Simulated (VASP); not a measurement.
# CrBr2: magnetic orders

Wanted: the lowest of several collinear orders of CrBr2. The start is a computed cell from the Materials Project.

Program: VASP 6.6.1. Level of theory: PBEsol, DFT+U (Cr d 3.5 eV), spin-polarised, from parallel moments; plane waves and PAW (Cr_pv, Br), in the first sound run; inputs show where later runs differ. Results are calculated unless marked as measured.

This is a report of a sequence of runs, with most program output left out.

**1. The starting structure**

Symmetry: C2/m, No. 12, monoclinic system. Conventional cell: a = 7.489 Å, b = 3.662 Å, c = 6.507 Å, α = 90.00°, β = 96.41°, γ = 90.00°. Nearest to Cr lie 6 Br at 2.55 to 3.20 Å. Nearest to Br lie 3 Cr at 2.55 to 3.20 Å. Farther neighbours and most contacts between anions are not listed.

Coordinates:

```xyz
3
Lattice="3.7447 -1.8311 0.0000 3.7447 1.8311 0.0000 -0.7268 0.0000 6.4659" Properties=species:S:1:pos:R:3 pbc="T T T"
Cr    0.0000    0.0000    0.0000
Br    4.6669    0.0000    1.5080
Br    2.0956    0.0000    4.9579
```

**2. Magnetic order, 3 atoms, start order ferro**

Each run starts from other signs of the moments at the same geometry and cutoff; gentle mixing helps it keep them. Any wave vector in a name is a fraction of the reciprocal vectors of the first cell as typed.

Contents of INCAR:

```
SYSTEM = CrBr2
PREC = Accurate
ENCUT = 350
EDIFF = 1E-06
NELM = 150
ISMEAR = -1
SIGMA = 0.05
LREAL = .FALSE.
ALGO = Normal
GGA = PS
NBANDS = 20
ISPIN = 2
MAGMOM = 3 0 0
LDAU = .TRUE.
LDAUTYPE = 2
LDAUL = 2 -1
LDAUU = 3.5 0
LDAUJ = 0 0
LDAUPRINT = 1
LASPH = .TRUE.
LMAXMIX = 4
LORBIT = 11
LWAVE = .FALSE.
LCHARG = .TRUE.
KPAR = 4
AMIX = 0.2
BMIX = 1E-04
AMIX_MAG = 0.8
BMIX_MAG = 1E-04
```

Contents of POSCAR:

```
CrBr2
1.0
    3.7446690000     -1.8310550000      0.0000000000
    3.7446690000      1.8310550000      0.0000000000
   -0.7268470000      0.0000000000      6.4659460000
Cr Br
1 2
Direct
    0.0000000000      0.0000000000      0.0000000000
    0.6457740000      0.6457740000      0.2332280000
    0.3542260000      0.3542260000      0.7667720000
```

Contents of KPOINTS:

```
Automatic mesh
0
Gamma
10 10 6
0 0 0
```

PAW data sets: Cr_pv and Br (PBE family, release 64).

On the command line:

```sh
$ mpirun -np 4 vasp_std
```

Wall time 2.6 min (4 MPI ranks of AMD EPYC 7R43, shared host); peak memory 1.5 GiB.

The cell holds one magnetic atom, so no antiferromagnetic order fits into it. The gap is read on the k-mesh alone, so it is an upper bound where the band edges lie off the mesh. The PAW data sets were made with PBE, which is usual practice but a small mismatch for other functionals.

This step gave:

| Item | Value |
| --- | --- |
| electronic cycles | 16 |
| electrons | 26 |
| free energy (TOTEN) | -14.22 eV |
| Fermi energy | 2.009 eV |
| moment of the cell, from the last line of the log | 4 μB |
| metallic | no |
| gap on the k-mesh | 1.867 eV |
| least direct gap on the k-mesh | 2.011 eV |

Spin moment in the PAW sphere by atom:

```csv
atom,spin moment in the PAW sphere (μB)
Cr1,3.80
Br2,-0.04
Br3,-0.04
```

Force by atom:

```csv
atom,x (eV/Å),y (eV/Å),z (eV/Å),size
Cr1,0.000,0.000,0.000,0.000
Br2,0.087,0.000,-0.054,0.103
Br3,-0.087,0.000,0.054,0.103
```

Spin density in the ac plane of the conventional cell at fractional y = 0.000, with atoms of Cr and Br within 0.2 Å of it.

Values in e/Å³, 10 rows by 16 columns, each cell a mean:
```
2.3 0.7 0.1 0.0 0.0 0.0 0.0 0.0 0.0 0.0 0.0 0.0 0.0 0.1 0.5 2.0
0.2 0.1 0.0 0.0 0.0 0.0 0.0 0.0 0.0 0.0 0.0 0.0 0.0 0.0 0.1 0.2
0.0 0.0 0.0 0.0 0.0 0.0 0.0 0.0 0.0 0.0 0.0 0.0 0.0 0.0 0.0 0.0
0.0 0.0 0.0 0.0 0.0 0.0 0.0 0.0 0.0 0.0 0.0 0.0 0.0 0.0 0.0 0.0
0.0 0.0 0.0 0.0 0.0 0.0 0.0 0.0 0.0 0.0 0.0 0.0 0.0 0.0 0.0 0.0
0.0 0.0 0.0 0.0 0.0 0.0 0.0 0.0 0.0 0.0 0.0 0.0 0.0 0.0 0.0 0.0
0.0 0.0 0.0 0.0 0.0 0.0 0.0 0.0 0.0 0.0 0.0 0.0 0.0 0.0 0.0 0.0
0.0 0.0 0.0 0.0 0.0 0.0 0.0 0.0 0.0 0.0 0.0 0.0 0.0 0.0 0.0 0.0
0.4 0.2 0.1 0.0 0.0 0.0 0.0 0.0 0.0 0.0 0.0 0.0 0.0 0.0 0.1 0.3
3.2 1.1 0.2 0.0 0.0 0.0 0.0 0.0 0.0 0.0 0.0 0.0 0.0 0.1 0.5 2.5
```
Columns run along a (7.5 Å), rows up along c (6.5 Å), edges of the conventional cell, whose origin can differ from the input's. Atoms in or near the plane, at fractional coordinates: Cr at (0.00, 0.00), Br at (0.65, 0.23), Br at (0.35, 0.77).

Valence density in the ac plane of the conventional cell at fractional y = 0.000, with atoms of Cr and Br within 0.2 Å of it. It is the smooth field of the valence electrons, not physical close to the nuclei.

Values in units of 1e0 e/Å³, 10 rows by 16 columns, each cell a mean:
```
6.4 1.7 0.2 0.1 0.2 0.4 0.5 0.3 0.1 0.1 0.0 0.0 0.0 0.1 1.1 5.6
0.3 0.1 0.1 0.3 0.9 0.8 0.9 0.8 0.3 0.1 0.0 0.0 0.0 0.1 0.2 0.4
0.0 0.0 0.1 0.5 1.1 0.3 0.7 0.9 0.2 0.1 0.0 0.0 0.0 0.1 0.1 0.1
0.0 0.0 0.1 0.2 0.6 0.9 0.7 0.3 0.1 0.0 0.0 0.0 0.0 0.0 0.0 0.0
0.0 0.0 0.0 0.0 0.1 0.1 0.1 0.0 0.0 0.0 0.0 0.0 0.0 0.0 0.0 0.0
0.0 0.0 0.0 0.0 0.0 0.0 0.0 0.0 0.1 0.1 0.2 0.2 0.1 0.0 0.0 0.0
0.0 0.0 0.0 0.0 0.0 0.0 0.0 0.1 0.3 0.8 1.0 0.9 0.4 0.1 0.0 0.0
0.1 0.1 0.1 0.1 0.0 0.0 0.0 0.2 0.7 0.9 0.0 0.9 0.7 0.2 0.1 0.0
1.0 0.4 0.1 0.1 0.0 0.0 0.0 0.1 0.5 1.0 0.9 0.9 0.4 0.1 0.2 0.6
9.1 3.0 0.3 0.1 0.0 0.1 0.1 0.1 0.2 0.3 0.3 0.2 0.1 0.1 1.1 6.8
```
Columns run along a (7.5 Å), rows up along c (6.5 Å), edges of the conventional cell, whose origin can differ from the input's. Atoms in or near the plane, at fractional coordinates: Cr at (0.00, 0.00), Br at (0.65, 0.23), Br at (0.35, 0.77).

The largest moment at the end is 3.80 μB, and the moments of the cell sum to 4.00 μB.

**3. Magnetic order, 6 atoms, start order antiferro q=(1/2,1/2,0)**

This step: PBEsol, DFT+U (Cr d 3.5 eV), spin-polarised, from moments of both signs; plane waves and PAW (Cr_pv, Br) (VASP 6.6.1).

System of this step: CrBr2. The structure is monoclinic, space group C2/m (No. 12). Conventional cell: a = 7.489 Å, b = 3.662 Å, c = 6.507 Å, α = 90.00°, β = 96.41°, γ = 90.00°. Cr has 6 Br at 2.55 to 3.20 Å nearest. Br has 3 Cr at 2.55 to 3.20 Å nearest. Farther neighbours and most contacts between anions are not listed.

Changes to INCAR since step 2:

```diff
@@ -10,5 +10,5 @@
 GGA = PS
-NBANDS = 20
+NBANDS = 35
 ISPIN = 2
-MAGMOM = 3 0 0
+MAGMOM = 3 -3 0 0 0 0
 LDAU = .TRUE.
```

Contents of POSCAR:

```
CrBr2
1.0
    7.4893380000     -3.6621100000      0.0000000000
    7.4893380000      0.0000000000      0.0000000000
   -0.7268470000      0.0000000000      6.4659460000
Cr Br
2 4
Direct
    0.0000000000      0.0000000000      0.0000000000
    0.5000000000      0.0000000000      0.0000000000
    0.0000000000      0.6457740000      0.2332280000
    0.5000000000      0.6457740000      0.2332280000
    0.0000000000      0.3542260000      0.7667720000
    0.5000000000      0.3542260000      0.7667720000
```

Contents of KPOINTS:

```
Automatic mesh
0
Gamma
5 10 6
0 0 0
```

On the command line:

```sh
$ mpirun -np 4 vasp_std
```

It took 7.4 min on 4 MPI ranks; peak memory 2.7 GiB.

The magnetic state follows from one typed start and may not be the lowest.

Numbers from this step:

```yaml
electronic_cycles: 17
electrons: 52
free_energy_toten: -28.45 eV
fermi_energy: 1.893 eV
gap_on_the_k_mesh: 2.319 eV
least_direct_gap_on_the_k_mesh: 2.350 eV
```

Spin moment in the PAW sphere by atom:

```csv
atom,spin moment in the PAW sphere (μB)
Cr1,3.79
Cr2,-3.79
Br3,0.06
Br4,-0.06
Br5,0.06
Br6,-0.06
```

Force by atom:

```csv
atom,x (eV/Å),y (eV/Å),z (eV/Å),size
Cr1,0.0000,0.0000,0.0000,0.0000
Cr2,0.0000,0.0000,0.0000,0.0000
Br3,0.0739,0.0000,-0.0537,0.0914
Br4,0.0739,0.0000,-0.0537,0.0914
Br5,-0.0739,0.0000,0.0537,0.0914
Br6,-0.0739,0.0000,0.0537,0.0914
```

Spin density in the bc plane at fractional x = 0.000, with atoms of Cr and Br within 0.2 Å of it.

Ten even steps from '0' (0.0 e/Å³) to '9' (4.3 e/Å³), each cell a mean:
```
741000000000000000026
210000000000000000012
000000000000000000000
000000000000000000000
000000000000000000000
000000000000000000000
000000000000000000000
000000000000000000000
000000000000000000000
000000000000000000000
000000000000000000000
000000000000000000000
000000000000000000000
000000000000000000000
000000000000000000000
100000000000000000000
530000000000000000013
951000000000000000027
```
Columns run along b (7.5 Å), rows up along c (6.5 Å). Atoms in or near the plane, at fractional coordinates: Cr at (0.00, 0.00), Br at (0.65, 0.23), Br at (0.35, 0.77).

Valence density in the bc plane at fractional x = 0.000, with atoms of Cr and Br within 0.2 Å of it. It is the smooth field of the valence electrons, not physical close to the nuclei.

Ten steps, logarithmic in the rise over the least value, from '_' (0 e/Å³) to '@' (12 e/Å³), each cell a mean:
```
@@%%==::::::--------::::::::::::::::--##@@
##++--::::--========--::::::....::::--++**
--::::::--==++++++++==::::......::::::----
::::::::--++++..--++==::::......::::::::::
::::::::--++==::==++==::::......::::::::::
....::::--==++++++==--::::........::::::..
......::::--======--::::..................
........::::::--::::::....................
..........::::::::::........::............
......................::::::::::::........
....................::::--------::::......
......::..........::::--==++++==--::::....
::::::::::........::--==++====++==--::....
::::::::::::....::::--====__::++==--::::::
::::::::::::....::::--==++====++==::::::::
++==--::::::....::::--==++++++==--::::--==
%%##==::::::::::::::::----==----::::--++%%
@@%%++::::::::::::::::::::::::::::::--##@@
```
Columns run along b (7.5 Å), rows up along c (6.5 Å). Atoms in or near the plane, at fractional coordinates: Cr at (0.00, 0.00), Br at (0.65, 0.23), Br at (0.35, 0.77).

The largest moment at the end is 3.79 μB, and the moments of the cell sum to 0.00 μB.

**4. Magnetic order, 6 atoms, start order antiferro q=(0,1/2,0)**

Changes to INCAR since step 3:

```diff
@@ -23,3 +23,3 @@
 LWAVE = .FALSE.
-LCHARG = .TRUE.
+LCHARG = .FALSE.
 KPAR = 4
```

Contents of POSCAR:

```
CrBr2
1.0
    3.7446690000     -1.8310550000      0.0000000000
    7.4893380000      3.6621100000      0.0000000000
   -0.7268470000      0.0000000000      6.4659460000
Cr Br
2 4
Direct
    0.0000000000      0.0000000000      0.0000000000
    0.0000000000      0.5000000000      0.0000000000
    0.6457740000      0.3228870000      0.2332280000
    0.6457740000      0.8228870000      0.2332280000
    0.3542260000      0.1771130000      0.7667720000
    0.3542260000      0.6771130000      0.7667720000
```

Contents of KPOINTS:

```
Automatic mesh
0
Gamma
10 5 6
0 0 0
```

On the command line:

```sh
$ mpirun -np 4 vasp_std
```

It took 6.9 min on 4 MPI ranks; peak memory 3.1 GiB; 28 min of CPU time.

Spin moment in the PAW sphere by atom:

```csv
atom,spin moment in the PAW sphere (μB)
Cr1,3.78
Cr2,-3.78
Br3,-0.01
Br4,0.01
Br5,0.01
Br6,-0.01
```

The largest moment at the end is 3.78 μB, and the moments of the cell sum to 0.00 μB.

**5. Spin-orbit coupling, axis [-0.1117, 0.0, 0.9937]**

This step: PBEsol, DFT+U (Cr d 3.5 eV), spin-orbit coupling, spin-polarised from an antiferromagnetic start; plane waves and PAW (Cr_pv, Br) (VASP 6.6.1).

SAXIS turns the moments; symmetry is off, so that every direction uses the same k-points.

Contents of INCAR:

```
SYSTEM = CrBr2
PREC = Accurate
ENCUT = 350
EDIFF = 1E-07
NELM = 150
ISMEAR = -1
SIGMA = 0.05
LREAL = .FALSE.
ALGO = Normal
GGA = PS
LNONCOLLINEAR = .TRUE.
MAGMOM = 0 0 3.794 0 0 -3.794 0 0 0.062 0 0 -0.062 0 0 0.062 0 0 -0.062
NBANDS = 64
GGA_COMPAT = .FALSE.
LASPH = .TRUE.
LSORBIT = .TRUE.
LORBMOM = .TRUE.
ISYM = -1
LDAU = .TRUE.
LDAUTYPE = 2
LDAUL = 2 -1
LDAUU = 3.5 0
LDAUJ = 0 0
LDAUPRINT = 1
LMAXMIX = 4
LORBIT = 11
LWAVE = .FALSE.
LCHARG = .FALSE.
KPAR = 4
AMIX = 0.2
BMIX = 1E-04
AMIX_MAG = 0.8
BMIX_MAG = 1E-04
SAXIS = -0.1117 0 0.9937
ISIF = 0
```

Contents of POSCAR:

```
CrBr2
1.0
    7.4893380000     -3.6621100000      0.0000000000
    7.4893380000      0.0000000000      0.0000000000
   -0.7268470000      0.0000000000      6.4659460000
Cr Br
2 4
Direct
    0.0000000000      0.0000000000      0.0000000000
    0.5000000000      0.0000000000      0.0000000000
    0.0000000000      0.6457740000      0.2332280000
    0.5000000000      0.6457740000      0.2332280000
    0.0000000000      0.3542260000      0.7667720000
    0.5000000000      0.3542260000      0.7667720000
```

Contents of KPOINTS:

```
Automatic mesh
0
Gamma
4 8 4
0 0 0
```

On the command line:

```sh
$ mpirun -np 4 vasp_ncl
```

It took 26 min on 4 MPI ranks; peak memory 5.9 GiB.

The run was stopped at its time limit, and its numbers are not used.

**6. Spin-orbit coupling, axis [-0.9937, 0.0, -0.1117]**

Changes to INCAR since step 5:

```diff
@@ -33,3 +33,3 @@
 BMIX_MAG = 1E-04
-SAXIS = -0.1117 0 0.9937
+SAXIS = -0.9937 0 -0.1117
 ISIF = 0
```

POSCAR is that of step 5.

KPOINTS is that of step 5.

On the command line:

```sh
$ mpirun -np 4 vasp_ncl
```

Run time: 12 min. Hardware: 4 MPI ranks; peak memory 5.8 GiB.

The run was stopped at its time limit, and its numbers are not used.

**7. Summary**

This step: collinear magnetic orders, PBEsol, DFT+U (Cr d 3.5 eV); plane waves and PAW (VASP 6.6.1).

Derived from the runs above.

This step gave:

| Item | Value |
| --- | --- |
| mean moment in the lowest run | 3.794 μB |

Orders, by row:

```csv
order,signs,energy above the lowest (meV/magnetic atom),total moment (μB),mean moment on carriers (μB),gap on the mesh (eV),"signs at the end, of the atoms given a moment"
ferro,+,5.1,4,3.8,1.867,+
"antiferro q=(1/2,1/2,0)",+-,0,0,3.794,2.319,+-
"antiferro q=(0,1/2,0)",+-,2.9,0,3.783,2.169,+-
```

**8. Summary of results**

* lowest order: antiferro q=(1/2,1/2,0)
* mean moment in the lowest run: 3.79 μB

In words: The lowest run started as antiferro q=(1/2,1/2,0) and holds 3.79 μB on average over the atoms that were given a moment; the next state, from antiferro q=(0,1/2,0), lies 2.9 meV a magnetic atom higher. It ends with the signs +- and a net moment of 0.00 μB a cell: opposed moments that cancel. Only these collinear orders were tried, and their comparison leaves spin-orbit coupling out.

[Lines on the potential files, build, host, timing and source positions are cut from VASP's logs without a mark.]

[Logs are printed without paths, hosts, clocks, repeated set-up lines and the standing remarks that a program may print on its own settings, such as how far it seeks lower states.]

[Hosts, paths, dates, database ids (printed as entryN), source tags and the programs' standing remarks are cut or masked in the printed files.]

[Runs that stopped without an error message from VASP are left out.]
